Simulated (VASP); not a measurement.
Input of a VASP 6.6.1 run:

Contents of POSCAR:

```
Al3Si2F
1.0
   -1.9483300000      2.0187000000      6.6975400000
    1.9483300000     -2.0187000000      6.6975400000
    1.9483300000      2.0187000000     -6.6975400000
Al Si F
3 2 1
Direct
    0.2494610000      0.7494610000      0.5000000000
    0.7505390000      0.2505390000      0.5000000000
    0.0000000000      0.5000000000      0.5000000000
    0.6316480000      0.6316480000      0.0000000000
    0.3683520000      0.3683520000      0.0000000000
    0.0000000000      0.0000000000      0.0000000000
```

The input INCAR.step1:

```
SYSTEM = Al3Si2F
ALGO = Fast
EDIFF = 1E-8
EDIFFG = -0.002
ENCUT = 520
GGA = PE
IBRION = 2
ISIF = 3
ISMEAR = 0
KPAR = 4
LASPH = .True.
LCHARG = .False.
LREAL = .False.
LWAVE = .False.
NELM = 100
NSW = 40
PREC = Accurate
SIGMA = 0.1
```

INCAR.step2

```
SYSTEM = Al3Si2F
ALGO = Fast
EDIFF = 1E-8
ENCUT = 520
GGA = PE
IBRION = 6
ISIF = 2
ISMEAR = 0
KPAR = 4
LASPH = .True.
LCHARG = .False.
LREAL = .False.
LWAVE = .False.
NELM = 100
NFREE = 2
NSW = 1
POTIM = 0.015
PREC = Accurate
SIGMA = 0.1
```

The input KPOINTS:

```
k-points
0
Gamma
  10 10 10
  0 0 0
```

Potentials or basis: VASP PAW PBE potentials, release 64 (Al, Si, F).

Command:

```sh
$ cat potpaw_PBE.64/Al/POTCAR potpaw_PBE.64/Si/POTCAR potpaw_PBE.64/F/POTCAR > POTCAR
$ cp INCAR.step1 INCAR
$ mpirun -np 4 vasp_std > vasp.out
$ cp CONTCAR POSCAR
$ cp INCAR.step2 INCAR
$ mpirun -np 4 vasp_std > vasp.out
```

Task: What does it give for the highest phonon frequency at Γ, LO-TO splitting left out?

Result: 380 cm⁻¹.

Phonon frequencies in cm⁻¹ (negative: imaginary):
```csv
q point,frequencies
"(0.000, 0.000, 0.000)",0 0 0 122 158 165 181 189 209 212 240 276 292 305 325 343 374 380
```
